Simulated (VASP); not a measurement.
```xyz
5
Lattice="5.9990 0.0000 0.0000 0.0000 5.9990 0.0000 0.0000 0.0000 5.9990" Properties=species:S:1:pos:R:3 pbc="T T T"
Cs     0.0000     0.0000     0.0000
Pb     2.9995     2.9995     2.9995
Br     2.9995     0.0000     2.9995
Br     0.0000     2.9995     2.9995
Br     2.9995     2.9995     0.0000
```

Method: PW91 GGA, VASP's PBE PAW potentials (set 64) (plane waves; VASP). Settings: 520 eV cut-off, Gaussian smearing of 0.050 eV, potentials Cs_sv Pb_d Br.

Unless said otherwise, spin-orbit coupling is left out, though it shifts the bands of the heavy elements here.

Q: Give the energies of bands 13 to 25 at the high-symmetry points, in eV from the valence-band maximum.

A: 
| band | Γ | X | M | R |
|---|---|---|---|---|
| 13 | -6.83 | -7.45 | -7.99 | -8.03 |
| 14 | -3.79 | -3.70 | -3.57 | -2.41 |
| 15 | -3.79 | -3.70 | -2.56 | -2.41 |
| 16 | -3.79 | -2.35 | -2.03 | -2.41 |
| 17 | -1.75 | -1.89 | -2.03 | -1.92 |
| 18 | -1.75 | -1.89 | -1.95 | -1.92 |
| 19 | -1.75 | -1.86 | -1.95 | -1.32 |
| 20 | -1.66 | -1.75 | -1.92 | -1.32 |
| 21 | -1.66 | -1.75 | -1.33 | -1.32 |
| 22 | -1.66 | -1.23 | -0.60 | 0.00 |
| 23 | 3.31 | 2.66 | 2.23 | 1.74 |
| 24 | 4.51 | 4.70 | 2.23 | 1.74 |
| 25 | 4.51 | 5.28 | 4.89 | 1.74 |

The gap is direct, 1.74 eV, from the valence maximum at R to the conduction minimum at R.

The compound is CsPbBr3 in the cubic perovskite structure, the ideal cubic form; the compound distorts at low or room temperature. It was relaxed first, which changed the volume by +7 %.
